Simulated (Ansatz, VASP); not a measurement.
**TaMoAu: VASP beside Ansatz**

INCAR

```
SYSTEM = TaMoAu
  PREC = Accurate
  ENCUT = 600
  EDIFF = 1E-7
  ISMEAR = 0
  SIGMA = 0.1
  LREAL = .FALSE.
  LASPH = .TRUE.
  NELM = 100
  ALGO = Normal
  ISIF = 3
  LWAVE = .FALSE.
  LCHARG = .FALSE.
  GGA = PE
  IBRION = 2
  NSW = 100
  EDIFFG = -0.01
```

KPOINTS

```
Automatic mesh
0
G
  14 14 10
  0 0 0
```

Contents of POSCAR:

```
TaMoAu
1.0
    3.5793693628      0.0000000000      0.0000000000
    0.0000000000      3.5793693628      0.0000000000
    0.0000000000      0.0000000000      5.3046477341
Ta Mo Au
1 1 1
Direct
    0.5000000000      0.5000000000      0.5000000000
    0.0000000000      0.0000000000      0.5000000000
    0.0000000000      0.0000000000      0.0000000000
```

Input for Ansatz:

```yaml
crystal:
  lattice:
    - [3.5793693628, 0.0, 0.0]
    - [0.0, 3.5793693628, 0.0]
    - [0.0, 0.0, 5.3046477341]
  atoms:
    - { symbol: Ta, position: [0.5, 0.5, 0.5] }
    - { symbol: Mo, position: [0.0, 0.0, 0.5] }
    - { symbol: Au, position: [0.0, 0.0, 0.0] }
basis:
  ecutwfc: 420
kpoints:
  mp_grid: { grid: [14, 14, 10] }
hamiltonian:
  xc: pbe
scf:
  occupations: { method: gaussian, width: 0.1 }
output:
  forces: true
  stress: true
  eigenvalues: true
  write_density: true
  write_potential: true
  elf: true
  volumetric_format: npy
relax:
  adjacent_minimum: "off"
  f_tol: 0.01
  max_steps: 80
  cell: { stress_tol: 0.05 }
```

Alike in both runs: task relaxation of cell and atoms; functional PBE; k mesh 14 × 14 × 10; occupations gaussian, width 0.1 eV; no spin polarisation.

|  | VASP | Ansatz |
| --- | --- | --- |
| version | VASP 6.6.1 | Ansatz 0.2.0 |
| potentials or method | VASP PAW PBE potentials, release 64 (Ta_pv, Mo_sv, Au) | scalar-relativistic, plane waves, PAW |
| plane-wave cutoff (eV) | 600 | 420 |
| valence electrons in the cell | 36 | 46 |

```tsv
	VASP	Ansatz	Ansatz less VASP
gap on the k mesh at the Fermi level, each at its own relaxed structure (eV)	none	none	-
relaxed volume (Å³/atom)	22.66	22.62	-0.034
relaxed cell length with the largest relative difference (Å)	3.582	3.579	-0.0029
```

A gap of «none» marks a metal or a gap that the smearing closes. The two sets of potentials don't hold the same shells in valence.

The runs have no spin-orbit coupling, so splittings on Au, Ta are missing.
